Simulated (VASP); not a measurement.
The system is Te3Pd.

```
CELL_PARAMETERS angstrom
0.00000 4.15776 4.15776
4.15776 0.00000 4.15776
4.15776 4.15776 0.00000
ATOMIC_POSITIONS crystal
Te 0.25000 0.25000 0.25000
Te 0.75000 0.75000 0.75000
Te 0.50000 0.50000 0.50000
Pd 0.00000 0.00000 0.00000
```

The cell was built by a generator and needn't be a form met in nature.

The cell isn't the ideal one: species swapped into the Li3Ag type (Fm-3m, No. 225).

```yaml
Program: VASP 6.6.1
Task: relaxation of cell and atoms
Functional: PBE
Potentials_or_basis: VASP PAW PBE potentials, release 64 (Te, Pd)
Cutoff: 600 eV
k_mesh: 4 × 4 × 4
Occupations: gaussian, width 0.1 eV
Spin: no spin polarisation
```

At the start: pressure -9.4 GPa; volume 35.94 Å³/atom.

How do energy, volume and symmetry change on relaxing?

Over 3 steps the energy falls by 512.0 meV/atom and the volume is 24.27 Å³/atom (-32.5 %); space group Fm-3m (No. 225, to 0.05 Å).

The path:
```
step  energy change (eV)  largest force (eV/Å)  pressure (GPa)  volume (Å³)
   1              0.0000                0.0000           -9.44       143.75
   2             -1.8407                0.0000           -3.40       104.04
   3             -2.0480                0.0000           -0.08        97.10
```

Final structure:
```cif
data_structure
_symmetry_space_group_name_H-M 'P 1'
_symmetry_Int_Tables_number 1
_cell_length_a 5.1591
_cell_length_b 5.1591
_cell_length_c 5.1591
_cell_angle_alpha 60.000
_cell_angle_beta 60.000
_cell_angle_gamma 60.000
_cell_volume 97.10
loop_
_atom_site_label
_atom_site_type_symbol
_atom_site_fract_x
_atom_site_fract_y
_atom_site_fract_z
_atom_site_occupancy
Te1 Te 0.25000 0.25000 0.25000 1
Te2 Te 0.75000 0.75000 0.75000 1
Te3 Te 0.50000 0.50000 0.50000 1
Pd1 Pd 0.00000 0.00000 0.00000 1
```

Caveat: the volume moved by over 15 % at a fixed basis, so the end points are rough.
